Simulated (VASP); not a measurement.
Input for VASP

File POSCAR:
```
GaSe
1
    1.8755338919     1.0828400763     8.1888460176
   -1.8755338919     1.0828400763     8.1888460176
    0.0000000000    -2.1656801527     8.1888460176
Ga Se
2 2
Direct
  0.9503872304   0.9503872304   0.9503872304
  0.0492560531   0.0492560531   0.0492560531
  0.2363829013   0.2363829013   0.2363829013
  0.4299868153   0.4299868153   0.4299868153
```

INCAR:
```
LWAVE=.FALSE.
PREC=Accurate
SYSTEM=GaSe
EDIFF=1E-6   # SCF stop (eV)
ISMEAR=0   # Gaussian
NSW=60
ENCUT=400   # plane-wave cut-off (eV)
LASPH=.TRUE.   # aspherical one-centre terms
IBRION=2   # conjugate gradients
SIGMA=0.05   # width (eV)
LCHARG=.FALSE.
EDIFFG=-0.02   # ionic stop
GGA=PS
NELM=100   # most electronic steps
LMAXMIX=4
LREAL=.FALSE.   # projection in real space or not
ISIF=3
ALGO=Normal   # blocked Davidson
```

KPOINTS:
```
Automatic mesh
0
Gamma
6 6 6
0 0 0
```

POTCAR, in this order: Ga_d Se (PBE.64 set). Program: vasp_std.

Problem. Translate this PBEsol calculation to Quantum ESPRESSO's pw.x.

Solution. One equivalent input (not run):
```
&CONTROL
  calculation = 'vc-relax'
  pseudo_dir = './pseudo'
  outdir = './out'
  tprnfor = .true.
  tstress = .true.
  nstep = 60
  forc_conv_thr = 0.00078
/
&SYSTEM
  ibrav = 0
  nat = 4
  ntyp = 2
  ecutwfc = 86
  occupations = 'smearing'
  smearing = 'gaussian'
  degauss = 0.003675
  input_dft = 'pbesol'
/
&ELECTRONS
  conv_thr = 7.3e-08
  electron_maxstep = 100
/
&IONS
/
&CELL
/
ATOMIC_SPECIES
  Ga 69.723 Ga.upf
  Se 78.971 Se.upf
CELL_PARAMETERS angstrom
     1.8755339    1.0828401    8.1888460
    -1.8755339    1.0828401    8.1888460
     0.0000000   -2.1656802    8.1888460
ATOMIC_POSITIONS crystal
  Ga   0.9503872  0.9503872  0.9503872
  Ga   0.0492561  0.0492561  0.0492561
  Se   0.2363829  0.2363829  0.2363829
  Se   0.4299868  0.4299868  0.4299868
K_POINTS automatic
  6 6 6 0 0 0
```
Limits of the translation: the potentials are each code's own (VASP's PAW set, PseudoDojo norm-conserving files in pw.x), so ENCUT and ecutwfc are chosen apart and not converted; conv_thr bounds pw.x's estimated SCF error, while EDIFF bounds the energy change between steps; forc_conv_thr acts on force components and is met together with etot_conv_thr.

The structure comes from a computed database's GaSe entry (R3m); how it stands against other phases isn't given here. This run relaxes it. Symmetry was kept, so distortions that lower it aren't found. The start is the result of an earlier pass.
